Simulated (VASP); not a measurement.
Calculation: LDA (Ceperley-Alder, Perdew-Zunger), VASP's LDA PAW potentials (set 64) (plane waves; VASP 6.6.1).

Input for VASP

### KPOINTS
```
k-points along high-symmetry lines
15
Line-mode
Reciprocal
  0.000000   0.000000   0.000000 ! GAMMA
  0.500000   0.000000   0.500000 ! X

  0.500000   0.000000   0.500000 ! X
  0.625000   0.250000   0.625000 ! U

  0.375000   0.375000   0.750000 ! K
  0.000000   0.000000   0.000000 ! GAMMA

  0.000000   0.000000   0.000000 ! GAMMA
  0.500000   0.500000   0.500000 ! L

  0.500000   0.500000   0.500000 ! L
  0.500000   0.250000   0.750000 ! W

  0.500000   0.250000   0.750000 ! W
  0.500000   0.000000   0.500000 ! X
```

INCAR:
```
SYSTEM = NaF
PREC = Accurate
ENCUT = 520
EDIFF = 1E-7
NELM = 100
ALGO = Normal
LREAL = .FALSE.
LASPH = .TRUE.
ISMEAR = 0
SIGMA = 0.05
LWAVE = .FALSE.
LCHARG = .FALSE.
LORBIT = 11
ICHARG = 11
```

File POSCAR:
```
NaF
1
    0.0000000000     2.2522326456     2.2522326456
    2.2522326456     0.0000000000     2.2522326456
    2.2522326456     2.2522326456     0.0000000000
Na F
1 1
Direct
  0.0000000000   0.0000000000   0.0000000000
  0.5000000000   0.5000000000   0.5000000000
```

POTCAR, in this order: Na_pv F (LDA.64 set). Program: vasp_std. Read from the step before: CHGCAR.

What VASP printed:

**OSZICAR**
```
       N       E                     dE             d eps       ncg     rms          rms(c)
DAV:   1     0.106232880428E+03    0.10623E+03   -0.83143E+03  1995   0.158E+03
DAV:   2    -0.347948055898E+01   -0.10971E+03   -0.10245E+03  2083   0.359E+02
DAV:   3    -0.885325357581E+01   -0.53738E+01   -0.53525E+01  2271   0.823E+01
DAV:   4    -0.890460659783E+01   -0.51353E-01   -0.51344E-01  2130   0.852E+00
DAV:   5    -0.890510303214E+01   -0.49643E-03   -0.49643E-03  2268   0.870E-01
DAV:   6    -0.890511113125E+01   -0.80991E-05   -0.80991E-05  2139   0.110E-01
DAV:   7    -0.890511129550E+01   -0.16425E-06   -0.16424E-06  2292   0.153E-02
DAV:   8    -0.890511129883E+01   -0.33310E-08   -0.33378E-08  1574   0.222E-03
   1 F= -.89051113E+01 E0= -.89051113E+01  d E =-.221748E-20
```

File OUTCAR:
```
 val. band max:       -2.1172602504   @ k =   0.0000   0.0000   0.0000

 cond. band min:       4.3115652779   @ k =   0.0000   0.0000   0.0000



 k-point     1 :       0.0000    0.0000    0.0000
  band No.  band energies     occupation
      1     -21.0377      2.00000
      2     -20.6414      2.00000
      3     -20.6414      2.00000
      4     -20.6414      2.00000
      5      -2.1173      2.00000
      6      -2.1173      2.00000
      7      -2.1173      2.00000
      8       4.3116      0.00000
      9      17.0037      0.00000
     10      17.0037      0.00000
     11      17.0037      0.00000

 k-point     2 :       0.0357    0.0000    0.0357
  band No.  band energies     occupation
      1     -21.0731      2.00000
      2     -20.6423      2.00000
      3     -20.6423      2.00000
      4     -20.6014      2.00000
      5      -2.1570      2.00000
      6      -2.1239      2.00000
      7      -2.1239      2.00000
      8       4.3800      0.00000
      9      16.7050      0.00000
     10      17.0236      0.00000
     11      17.0236      0.00000

 k-point     3 :       0.0714    0.0000    0.0714
  band No.  band energies     occupation
      1     -21.1496      2.00000
      2     -20.6450      2.00000
      3     -20.6450      2.00000
      4     -20.5122      2.00000
      5      -2.2687      2.00000
      6      -2.1432      2.00000
      7      -2.1432      2.00000
      8       4.5787      0.00000
      9      16.0586      0.00000
     10      17.0816      0.00000
     11      17.0816      0.00000

 k-point     4 :       0.1071    0.0000    0.1071
  band No.  band energies     occupation
      1     -21.2314      2.00000
      2     -20.6494      2.00000
      3     -20.6494      2.00000
      4     -20.4111      2.00000
      5      -2.4333      2.00000
      6      -2.1739      2.00000
      7      -2.1739      2.00000
      8       4.8906      0.00000
      9      15.3291      0.00000
     10      17.1733      0.00000
...
```

The density is held fixed in this step, so its total energy and stress have no physical meaning.

The compound is NaF in the rock salt structure. It was relaxed first, which changed the volume by -8 %.
